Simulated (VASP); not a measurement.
Computed with rev-vdW-DF2, VASP's PBE PAW potentials (set 64) (plane waves; VASP 6.6.1).

VASP input:

### KPOINTS
```
Automatic mesh
0
Gamma
15 15 15
0 0 0
```

File POSCAR:
```
ZrC
1
    0.0000000000     2.3482999698     2.3482999698
    2.3482999698     0.0000000000     2.3482999698
    2.3482999698     2.3482999698    -0.0000000000
Zr C
1 1
Direct
  0.0000000000   0.0000000000   0.0000000000
  0.5000000000   0.5000000000   0.5000000000
```

**INCAR**
```
SYSTEM  =  ZrC
PREC  =  Accurate; ENCUT  =  520; LREAL  =  .FALSE.
LASPH  =  .TRUE.
EDIFF  =  1E-7; NELM  =  100; ALGO  =  Normal
LMAXMIX  =  4
ISMEAR  =  -5
GGA  =  MK; LUSE_VDW  =  .TRUE.; AGGAC  =  0.0
PARAM1  =  0.1234568; PARAM2  =  0.7114; ZAB_VDW  =  -1.8867
ISIF  =  2
LWAVE  =  .FALSE.; LCHARG  =  .TRUE.; LORBIT  =  11
NEDOS  =  601
```

POTCAR, in this order: Zr_sv C (PBE.64 set). Program: vasp_std.

### Question
Estimate the energy per atom (σ→0), band gap (on the k-mesh).

### Answer

The energy per atom (σ→0) is -8.230 eV/atom and the band gap (on the k-mesh) comes out as none (metal, semimetal or under 0.01 eV).

File OSZICAR:
```
...
DAV:   8    -0.164636863042E+02    0.72796E-02   -0.14417E-01  3100   0.348E+00    0.160E+00
DAV:   9    -0.164588893101E+02    0.47970E-02   -0.32165E-02  3556   0.118E+00    0.453E-01
DAV:  10    -0.164592636580E+02   -0.37435E-03   -0.19638E-03  3316   0.567E-01    0.370E-01
DAV:  11    -0.164590388653E+02    0.22479E-03   -0.70302E-04  3140   0.210E-01    0.190E-02
DAV:  12    -0.164590364656E+02    0.23997E-05   -0.15375E-05  4284   0.403E-02    0.102E-02
DAV:  13    -0.164590365661E+02   -0.10049E-06   -0.43252E-07  3348   0.593E-03    0.115E-03
DAV:  14    -0.164590365866E+02   -0.20457E-07   -0.13725E-08  1756   0.109E-03
   1 F= -.16459037E+02 E0= -.16459037E+02  d E =0.000000E+00
```

The compound is ZrC in the rock salt structure. It was relaxed first.
